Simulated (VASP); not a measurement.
Here is the system:

```yaml
crystal:
  lattice:
    - [0.00000, 3.03901, 3.03901]
    - [3.03901, 0.00000, 3.03901]
    - [3.03901, 3.03901, 0.00000]
  atoms:
    - { symbol: Li, position: [0.25000, 0.25000, 0.25000] }
    - { symbol: Li, position: [0.75000, 0.75000, 0.75000] }
    - { symbol: Se, position: [0.00000, 0.00000, 0.00000] }
```

These are r2SCAN+rVV10, VASP's PBE PAW potentials (set 64) (plane waves; VASP) values and carry that method's errors. Settings: 520 eV cut-off, 7×7×7 Γ-centred mesh, Gaussian smearing of 0.050 eV, potentials Li_sv Se.

Task: The job: Li$_{2}$Se (antifluorite), 3 atoms, r2SCAN+rVV10, static run, 520 eV, 7×7×7 Γ-centred mesh. Roughly how much core time does it take on a busy server core?

Result: About 2 core-minutes (one run on a shared machine, a rough figure). It had 20 irreducible k-points, 10 bands, up to 1525 plane waves and 29 electronic steps.

The compound is Li2Se in the antifluorite structure. This cell is one point of a volume scan, at 1.06 of the reference volume.
